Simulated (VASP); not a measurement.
Data:

```
AlN
1.0
    4.69228    -8.12728     0.00000
    4.69228     8.12728     0.00000
    0.00000     0.00000    10.02513
Al N
36 36
Direct
  0.22222   0.11111   0.24978
  0.11111   0.22222   0.99978
  0.22222   0.11111   0.74978
  0.11111   0.22222   0.49978
  0.22222   0.44444   0.24978
  0.11111   0.55556   0.99978
  0.22222   0.44444   0.74978
  0.11111   0.55556   0.49978
  0.22222   0.77778   0.24978
  0.11111   0.88889   0.99978
  0.22222   0.77778   0.74978
  0.11111   0.88889   0.49978
  0.55556   0.11111   0.24978
  0.44444   0.22222   0.99978
  0.55556   0.11111   0.74978
  0.44444   0.22222   0.49978
  0.55556   0.44444   0.24978
  0.44444   0.55556   0.99978
  0.55556   0.44444   0.74978
  0.44444   0.55556   0.49978
  0.55556   0.77778   0.24978
  0.44444   0.88889   0.99978
  0.55556   0.77778   0.74978
  0.44444   0.88889   0.49978
  0.88889   0.11111   0.24978
  0.77778   0.22222   0.99978
  0.88889   0.11111   0.74978
  0.77778   0.22222   0.49978
  0.88889   0.44444   0.24978
  0.77778   0.55556   0.99978
  0.88889   0.44444   0.74978
  0.77778   0.55556   0.49978
  0.88889   0.77778   0.24978
  0.77778   0.88889   0.99978
  0.88889   0.77778   0.74978
  0.77778   0.88889   0.49978
  0.22222   0.11111   0.44122
  0.11111   0.22222   0.19122
  0.22222   0.11111   0.94122
  0.11111   0.22222   0.69122
  0.22222   0.44444   0.44122
  0.11111   0.55556   0.19122
  0.22222   0.44444   0.94122
  0.11111   0.55556   0.69122
  0.22222   0.77778   0.44122
  0.11111   0.88889   0.19122
  0.22222   0.77778   0.94122
  0.11111   0.88889   0.69122
  0.55556   0.11111   0.44122
  0.44444   0.22222   0.19122
  0.55556   0.11111   0.94122
  0.44444   0.22222   0.69122
  0.55556   0.44444   0.44122
  0.44444   0.55556   0.19122
  0.55556   0.44444   0.94122
  0.44444   0.55556   0.69122
  0.55556   0.77778   0.44122
  0.44444   0.88889   0.19122
  0.55556   0.77778   0.94122
  0.44444   0.88889   0.69122
  0.88889   0.11111   0.44122
  0.77778   0.22222   0.19122
  0.88889   0.11111   0.94122
  0.77778   0.22222   0.69122
  0.88889   0.44444   0.44122
  0.77778   0.55556   0.19122
  0.88889   0.44444   0.94122
  0.77778   0.55556   0.69122
  0.88889   0.77778   0.44122
  0.77778   0.88889   0.19122
  0.88889   0.77778   0.94122
  0.77778   0.88889   0.69122
```

All values below come from PBE GGA, VASP's PBE PAW potentials (set 64) (plane waves; VASP). Numerical set-up: PREC = Normal, LREAL = Auto, 400 eV cut-off, 1×1×1 Γ-centred mesh, Gaussian smearing of 0.050 eV, potentials Al N.

At this cut-off the stress carries a Pulay error, which pulls relaxed volumes low. The supercell is sampled at Γ alone, which is coarse: total energies, pressure and levels can be off, energies of defects by several tenths of an eV.

Task: Give the stress tensor in GPa (positive for a compressed cell).

Result: 
```
-2.26   0.00   0.00
 0.00  -2.26   0.00
 0.00   0.00  -4.83
```
The pressure is its mean diagonal, -3.12 GPa.

The cell is a supercell, built from AlN (wurtzite).
